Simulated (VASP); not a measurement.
OSZICAR of a VASP run on BaAlGeH (space group P3m1):

File OSZICAR:
```
       N       E                     dE             d eps       ncg     rms          rms(c)
DAV:   1     0.157618838771E+03    0.15762E+03   -0.11940E+04  1234   0.219E+03
DAV:   2    -0.334400432922E+02   -0.19106E+03   -0.18694E+03  1300   0.484E+02
DAV:   3    -0.561596181973E+02   -0.22720E+02   -0.22528E+02  1306   0.132E+02
DAV:   4    -0.576199591749E+02   -0.14603E+01   -0.14579E+01  1870   0.285E+01
DAV:   5    -0.576416060785E+02   -0.21647E-01   -0.21639E-01  1434   0.333E+00    0.653E+00
DAV:   6    -0.540324834111E+02    0.36091E+01   -0.12882E+00  1696   0.975E+00    0.353E+00
DAV:   7    -0.515958061296E+02    0.24367E+01   -0.14037E+00  1294   0.959E+00    0.865E-01
DAV:   8    -0.528276774892E+02   -0.12319E+01   -0.88920E-01  1278   0.723E+00    0.619E-01
DAV:   9    -0.529473576338E+02   -0.11968E+00   -0.22522E-01  1220   0.306E+00    0.378E-01
DAV:  10    -0.529484102319E+02   -0.10526E-02   -0.65807E-02  1228   0.174E+00    0.273E-01
DAV:  11    -0.529398650963E+02    0.85451E-02   -0.15374E-02  1276   0.125E+00    0.812E-02
DAV:  12    -0.529644277898E+02   -0.24563E-01   -0.12165E-02  1200   0.105E+00    0.415E-02
DAV:  13    -0.529647949470E+02   -0.36716E-03   -0.50645E-04  1716   0.188E-01    0.272E-02
DAV:  14    -0.529647513694E+02    0.43578E-04   -0.55998E-05  1442   0.582E-02    0.204E-02
DAV:  15    -0.529647967755E+02   -0.45406E-04   -0.40495E-04  1226   0.158E-01    0.185E-02
DAV:  16    -0.529648694463E+02   -0.72671E-04   -0.74491E-05  1214   0.652E-02    0.986E-03
DAV:  17    -0.529648701581E+02   -0.71172E-06   -0.87661E-06  1392   0.243E-02    0.671E-03
DAV:  18    -0.529648779839E+02   -0.78259E-05   -0.96383E-06  1208   0.218E-02    0.512E-03
DAV:  19    -0.529648742495E+02    0.37345E-05   -0.10362E-06  1256   0.955E-03    0.194E-03
DAV:  20    -0.529648760112E+02   -0.17617E-05   -0.18053E-07  1030   0.367E-03    0.106E-03
DAV:  21    -0.529648752374E+02    0.77376E-06   -0.36244E-08   726   0.183E-03    0.949E-04
DAV:  22    -0.529648756890E+02   -0.45160E-06   -0.19228E-08   650   0.125E-03    0.270E-04
DAV:  23    -0.529648754663E+02    0.22272E-06   -0.82596E-09   626   0.734E-04    0.994E-05
DAV:  24    -0.529648754968E+02   -0.30496E-07   -0.16465E-09   624   0.348E-04
   1 F= -.52964875E+02 E0= -.52964875E+02  d E =0.000000E+00
       N       E                     dE             ncg
       N       E                     dE             ncg
```

### Question
Which electronic solver shows in the log?

### Answer
It is blocked Davidson (ALGO = Normal, or the opening steps of other solvers). The INCAR had ALGO = Normal.

### Question
Can the final energy be trusted as converged?

### Answer
The run converged. It stopped with EDIFF = 1E-7, NELM = 100 (r2SCAN meta-GGA, plane waves, VASP's PBE PAW potentials (set 64)).

The structure comes from a computed database's BaAlGeH entry (P3m1); how it stands against other phases isn't given here. It was relaxed first.
